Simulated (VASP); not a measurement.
BaHfO3: transverse stress against strain

BaHfO3 (cubic perovskite, Pm-3m, 14.345 Å³/atom and stress up to 0.18 GPa in the relaxed cell, cube axes along x, y and z) under an equal strain ε along x and y, with z held. PBEsol in VASP (plane waves, PAW), 600 eV, 8×8×8 Γ-centred mesh, Gaussian smearing 0.05 eV; ions are relaxed, or left where forces stay under 0.02 eV/Å, within the symmetry of each cell. Stress is positive for a compressed cell.

Here s stands for strain and y for stress zz.

| strain (%) | stress zz (GPa) |
|---|---|
| -3.00 | ? |
| -1.50 | 2.54 |
| -1.00 | 1.60 |
| -0.50 | 0.70 |
| 0.00 | -0.18 |
| 0.50 | -1.02 |
| 1.00 | -1.82 |
| 1.50 | -2.60 |

The 7 complete rows are fitted with a straight line, y against s. Means: s 0, y -0.111. About the means, the sum of products is -11.990 and the sum of squares of s is 7.0000; the slope is their ratio. Least squares gives y = -0.111 - 1.7129·s. Residuals (row less fit): 0.082, -0.002, -0.045, -0.069, -0.053, 0.004, 0.080; standard error 0.067 (degrees of freedom: 5). The slope gives the elastic constant 2C12 = 171 ± 3 GPa (± standard error of the fit, which holds the terms cut off).

Question: Estimate the missing y (s = -3.00); what did the run itself give?

Answer: y = -0.111 - 1.7129 × (-3.0) = 5.028 GPa. The calculation gives 5.57 GPa, 0.542 GPa above the prediction (6.6 % of the range of y in the table). The row lies outside the fitted rows, so this is an extrapolation. From the scatter of the fitted rows alone, a prediction at this place has a standard error of 0.105 GPa, so the miss is 5.2 times that.

A polynomial of degree 2 through the 12 other runs of the series gives 5.55 there, so most of the miss is curvature that the fit leaves out. The primitive cell can neither tilt nor turn polar against its symmetry, as such crystals can under strain. Rows are the converged runs of the series near zero and its far end, less any whose ions stayed unrelaxed beside relaxed ones; series whose fitted rows scatter by over a few per cent of the range, as at a crossing or softening among them, aren't shown in this form. Most that stay on the fit to the last digits aren't either.
